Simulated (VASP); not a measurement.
Cu:

```
Cu
1.0
     0.00000    1.80750    1.80750
     1.80750    0.00000    1.80750
     1.80750    1.80750    0.00000
Cu
1
Cartesian
  0.0000 0.0000 0.0000
```

Base run:

- Program: VASP 6.6.1
- Functional: PBE
- Potentials or basis: VASP PAW PBE potentials, release 64 (Cu)
- Cutoff: 520 eV
- k mesh: 12 × 12 × 12
- Occupations: gaussian, width 0.1 eV
- Spin: no spin polarisation

Its results: band gap on the k mesh none (metal or under the smearing width); pressure 2.0 GPa.

Task: After a change of settings the same cell gave: band gap on the k mesh none (metal or under the smearing width); pressure 2.8 GPa. Which change was it?
A. k mesh from 12 × 12 × 12 to 4 × 4 × 4
B. cutoff from 520 eV to 700 eV; k mesh from 12 × 12 × 12 to 14 × 14 × 14
C. cutoff from 520 eV to 400 eV; k mesh from 12 × 12 × 12 to 14 × 14 × 14

Result: B.

Not every run made on this cell is shown here.
